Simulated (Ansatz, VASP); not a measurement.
# Se (Selenium) in two plane-wave programs, part 3 of 3

Wanted: the spread between two codes on one cell, functional and k mesh.  Valence electrons are named where the data sets of a main pair hold unlike numbers.

VASP 6.6.1 and Ansatz 0.2.0.

So far. Step 4 (Comparison): The forces differ by 21 meV/Å r.m.s., which is 16.9 % of the r.m.s. force of 0.122 eV/Å (both taken over all components). Among the levels compared at these points, filled levels agree within 18 meV and empty ones within 13 meV.

## 7. VASP: band structure, PBE-EpsX with an exact-exchange share of 0.09

Level of this step: PBE-EpsX, exact-exchange share 1/11.09; plane waves and PAW (Se) (VASP).

The same cell, functional, mesh and smearing now go to VASP, with its own data sets.

The run reads the wave functions of an earlier VASP run, which isn't shown here.

File INCAR:

```
SYSTEM = Se
PREC = Accurate
ENCUT = 400
EDIFF = 1E-06
NELM = 100
ISMEAR = 0
SIGMA = 0.02
LREAL = .FALSE.
ALGO = Normal
LHFCALC = .TRUE.
AEXX = 0.09
GGA = PE
LASPH = .TRUE.
NBANDS = 15
PRECFOCK = Fast
HFRCUT = -1
LORBIT = 11
LWAVE = .FALSE.
LCHARG = .FALSE.
KPAR = 4
```

File POSCAR:

```
Se
1.0
    4.3662000000      0.0000000000      0.0000000000
   -2.1831000000      3.7812401180      0.0000000000
    0.0000000000      0.0000000000      4.9536000000
Se
3
Direct
    0.2254000000      0.0000000000      0.3333333333
    0.0000000000      0.2254000000      0.6666666667
    0.7746000000      0.7746000000      0.0000000000
```

File KPOINTS:

```
Automatic mesh
0
Gamma
4 4 3
0 0 0
```

File KPOINTS_OPT:

```
Line mode
6
Line-mode
Reciprocal
  0.00000000   0.00000000   0.00000000 GAMMA
  0.50000000   0.00000000   0.00000000 M

  0.50000000   0.00000000   0.00000000 M
  0.33333333   0.33333333   0.00000000 K

  0.33333333   0.33333333   0.00000000 K
  0.00000000   0.00000000   0.00000000 GAMMA

  0.00000000   0.00000000   0.00000000 GAMMA
  0.00000000   0.00000000   0.50000000 A

  0.00000000   0.00000000   0.50000000 A
  0.50000000   0.00000000   0.50000000 L

  0.50000000   0.00000000   0.50000000 L
  0.33333333   0.33333333   0.50000000 H

  0.33333333   0.33333333   0.50000000 H
  0.00000000   0.00000000   0.50000000 A

  0.50000000   0.00000000   0.50000000 L
  0.50000000   0.00000000   0.00000000 M

  0.33333333   0.33333333   0.00000000 K
  0.33333333   0.33333333   0.50000000 H
```

PAW data sets: Se (PBE family, release 64).

The run is started by

```
> mpirun -np 4 vasp_std
```

Numbers of over 12 decimals in the logs are rounded to 6 here.

The log of the run:

```text
[banner, memory and clock lines left out]
running    4 mpi-ranks, on    1 nodes
[...]
LDA part: xc-table for (Slater+PW92), standard interpolation
 found WAVECAR, reading the header
 POSCAR, INCAR and KPOINTS ok, starting setup
[...]
HFRCUT set to (new)   9.785969
 reading WAVECAR
 the WAVECAR file was read successfully
 initial charge from wavefunction
 entering main loop
       N       E                     dE             d eps       ncg     rms          rms(c)
DAV:   1    -0.119926747236E+02   -0.11993E+02   -0.10412E-01   270   0.220E+00    0.680E-01
DAV:   2    -0.119936145787E+02   -0.93986E-03   -0.46120E-03   298   0.416E-01    0.408E-01
DAV:   3    -0.119933246991E+02    0.28988E-03   -0.28069E-04   375   0.104E-01    0.232E-01
DAV:   4    -0.119932417218E+02    0.82977E-04   -0.76551E-05   368   0.557E-02    0.127E-01
DAV:   5    -0.119932195601E+02    0.22162E-04   -0.14584E-05   354   0.254E-02    0.721E-02
DAV:   6    -0.119932139584E+02    0.56016E-05   -0.37374E-06   347   0.131E-02    0.409E-02
DAV:   7    -0.119932129869E+02    0.97152E-06   -0.10856E-06   219   0.746E-03
   1 F= -.11993213E+02 E0= -.11993213E+02  d E =-.938877E-23
 Start KPOINTS_OPT (optional k-point list driver)
k-point batch [1-9\54]
       N       E                     dE             ncg
DAV:   1     0.139547124818E+03   -0.24735E+04      270
DAV:   2    -0.623372511848E+03   -0.76292E+03      347
DAV:   3    -0.682818746759E+03   -0.59446E+02      319
DAV:   4    -0.683472280768E+03   -0.65353E+00      368
DAV:   5    -0.683476186254E+03   -0.39055E-02      382
DAV:   6    -0.683476225769E+03   -0.39515E-04      361
DAV:   7    -0.683476226331E+03   -0.56216E-06      312
[...]
k-point batch [46-54\54]
       N       E                     dE             ncg
DAV:   1     0.814934866064E+02   -0.43591E+04      270
DAV:   2    -0.641232723586E+03   -0.72273E+03      354
DAV:   3    -0.696228943557E+03   -0.54996E+02      305
DAV:   4    -0.696879078574E+03   -0.65014E+00      361
DAV:   5    -0.696883157415E+03   -0.40788E-02      368
DAV:   6    -0.696883192666E+03   -0.35251E-04      375
DAV:   7    -0.696883193091E+03   -0.42543E-06      296
```

OUTCAR, selected parts (step 7):

```text
 POSITION                                       TOTAL-FORCE (eV/Angst)
 -----------------------------------------------------------------------------------
      0.98414      0.00000      1.65120         0.167257     -0.000000     -0.000000
     -0.49207      0.85229      3.30240        -0.083628      0.144849      0.000000
      1.69103      2.92895      0.00000        -0.083628     -0.144849     -0.000000
 -----------------------------------------------------------------------------------
    total drift:                               -0.000000     -0.000003      0.000000

  FREE ENERGIE OF THE ION-ELECTRON SYSTEM (eV)
  ---------------------------------------------------
  free  energy   TOTEN  =       -11.9932129869 eV

  energy  without entropy=      -11.9932129869  energy(sigma->0) =      -11.99321299

[... 2 parts as in an earlier step ...]

[... 1 further part left out ...]
[key lines of the parts left out:]
E-fermi :   2.1899
```

The k-mesh is coarse for unscreened exact exchange, which converges slowly with it.

## 8. Comparison

What differs besides the data sets and the points named for the pairs above, as far as they apply: the data sets hold 48 valence electrons in Ansatz (on its default PAW (the set named soft_2) files) and 18 in VASP. Total energies have different zeros and are not compared.

The two programs side by side:

```tsv
quantity	Ansatz	VASP	difference
gap over the path points (eV)	1.461	1.448	+0.013
```

Forces (eV/Å; atoms numbered as in POSCAR):

```tsv
atom	Ansatz x, y, z	VASP x, y, z
Se1	0.162, 0.000, 0.000	0.167, 0.000, 0.000
Se2	-0.081, 0.140, 0.000	-0.084, 0.145, 0.000
Se3	-0.081, -0.140, 0.000	-0.084, -0.145, 0.000
```

Levels at points of the path, from each program's valence-band top (eV; 4 filled, then empty):

```tsv
k (reciprocal lattice)	Ansatz	VASP
0.000 0.000 0.000	-3.93 -2.22 -2.22 -0.53 2.39 2.39 2.67	-3.93 -2.22 -2.22 -0.54 2.38 2.38 2.67
0.400 0.000 0.000	-3.74 -2.78 -1.89 -1.09 2.41 2.76 4.34	-3.74 -2.78 -1.88 -1.09 2.41 2.76 4.33
0.400 0.200 0.000	-3.31 -3.03 -2.36 -1.59 2.98 3.52 4.37	-3.31 -3.03 -2.36 -1.59 2.98 3.52 4.37
0.200 0.200 0.000	-3.54 -2.49 -1.99 -1.33 2.73 3.07 3.63	-3.54 -2.50 -1.98 -1.33 2.72 3.06 3.63
0.000 0.000 0.100	-3.82 -2.24 -2.10 -0.60 2.29 2.30 2.56	-3.82 -2.24 -2.10 -0.61 2.29 2.30 2.57
0.000 0.000 0.500	-3.54 -1.69 -1.69 -1.26 1.67 1.67 1.74	-3.53 -1.70 -1.70 -1.26 1.67 1.67 1.73
0.400 0.000 0.500	-4.38 -2.02 -1.46 -0.27 2.16 3.06 3.45	-4.38 -2.02 -1.46 -0.27 2.15 3.06 3.45
0.500 0.000 0.500	-4.44 -2.06 -1.48 0.00 2.10 3.20 3.48	-4.44 -2.06 -1.48 0.00 2.09 3.20 3.48
0.400 0.200 0.500	-4.97 -1.18 -1.03 -0.06 1.75 3.17 3.35	-4.96 -1.18 -1.03 -0.06 1.74 3.16 3.35
0.333 0.333 0.500	-5.21 -1.07 -0.27 -0.27 1.46 3.23 3.23	-5.20 -1.07 -0.27 -0.27 1.45 3.23 3.23
```

The forces differ by 3.2 meV/Å r.m.s., which is 3.3 % of the r.m.s. force of 0.097 eV/Å (both taken over all components). Among the levels compared at these points, filled levels agree within 9 meV and empty ones within 14 meV.

## 9. Results

```yaml
r_m_s_force_difference_band_structure_hse06: 21 meV/Å
largest_difference_of_a_filled_level_at_the_path_points_band_structure_pbe_epsx_with_an_exact_exchange_share_of_0p09: 8.7 meV
```

What this shows: The r.m.s. force difference is 21 meV/Å (band structure, HSE06), beyond the 12 meV/Å picked in this series as the mark of a large difference. The data sets hold unlike numbers of valence electrons (48 in Ansatz and 18 in VASP), so part of the differences comes from the potentials. Band structure, HSE06, Ansatz's larger PAW set (cutoff 580 eV): the difference in gap over the path points goes from 0.0094 to 0.022 eV. 1 further run of this series is not shown here. Such differences can come from data sets, numerical settings and the points named under the comparisons, not from the functional's error against experiment.

[Lines on the potential files, build, host, timing and source positions are cut from VASP's logs without a mark.]

[Logs are printed without paths, hosts, clocks, repeated set-up lines and the standing remarks that a program may print on its own settings, such as how far it seeks lower states.]

[Hosts, paths, dates, database ids (printed as entryN), source tags and the programs' standing remarks are cut or masked in the printed files.]
